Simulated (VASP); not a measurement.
Consider the following.

```xyz
6
Lattice="4.1866 0.0000 0.0000 0.0000 4.1866 0.0000 0.0000 0.0000 7.6590" Properties=species:S:1:pos:R:3 pbc="T T T"
Pb     0.0000     2.0933     6.1999
Pb     2.0933     0.0000     1.4592
Br     2.0933     0.0000     4.9953
Br     0.0000     2.0933     2.6637
F      2.0933     2.0933     0.0000
F      0.0000     0.0000     0.0000
```

The numbers are results of r2SCAN meta-GGA, VASP's PBE PAW potentials (set 64) (plane waves; VASP), not measurements. Numerical set-up: 520 eV cut-off, 6×6×4 Γ-centred mesh, tetrahedra with Blöchl corrections, potentials Pb_d Br F.

Unless said otherwise, spin-orbit coupling is left out, though it shifts the bands of the heavy elements here.

**Question.** Give the energies of bands 19 to 32 at the high-symmetry points, in eV from the valence-band maximum.

**Answer.** 
```json
[
 {"band": "19", "Γ": "-3.42", "X": "-3.82", "M": "-3.34", "Z": "-3.42", "R": "-3.82", "A": "-3.03"},
 {"band": "20", "Γ": "-3.16", "X": "-3.82", "M": "-3.34", "Z": "-3.16", "R": "-3.82", "A": "-3.03"},
 {"band": "21", "Γ": "-3.16", "X": "-3.25", "M": "-2.99", "Z": "-3.16", "R": "-3.35", "A": "-2.93"},
 {"band": "22", "Γ": "-2.41", "X": "-3.25", "M": "-2.99", "Z": "-2.47", "R": "-3.35", "A": "-2.93"},
 {"band": "23", "Γ": "-1.85", "X": "-1.25", "M": "-2.93", "Z": "-1.68", "R": "-1.14", "A": "-2.31"},
 {"band": "24", "Γ": "-1.50", "X": "-1.25", "M": "-2.93", "Z": "-1.68", "R": "-1.14", "A": "-2.31"},
 {"band": "25", "Γ": "-1.50", "X": "-0.88", "M": "-1.39", "Z": "-1.52", "R": "-0.89", "A": "-2.05"},
 {"band": "26", "Γ": "-0.97", "X": "-0.88", "M": "-1.39", "Z": "-0.79", "R": "-0.89", "A": "-2.05"},
 {"band": "27", "Γ": "-0.97", "X": "-0.31", "M": "-0.79", "Z": "-0.79", "R": "-0.34", "A": "-1.10"},
 {"band": "28", "Γ": "-0.34", "X": "-0.31", "M": "-0.79", "Z": "0.00", "R": "-0.34", "A": "-1.10"},
 {"band": "29", "Γ": "3.92", "X": "4.42", "M": "4.76", "Z": "2.97", "R": "4.22", "A": "5.18"},
 {"band": "30", "Γ": "4.96", "X": "4.42", "M": "4.76", "Z": "4.62", "R": "4.22", "A": "5.18"},
 {"band": "31", "Γ": "6.42", "X": "5.40", "M": "5.69", "Z": "6.58", "R": "5.43", "A": "5.40"},
 {"band": "32", "Γ": "6.42", "X": "5.40", "M": "5.69", "Z": "6.58", "R": "5.44", "A": "5.40"}
]
```

The gap is direct, 2.97 eV, from the valence maximum at Z to the conduction minimum at Z.

The structure comes from a computed database's PbBrF entry (P4/nmm); how it stands against other phases isn't given here. It was relaxed first.
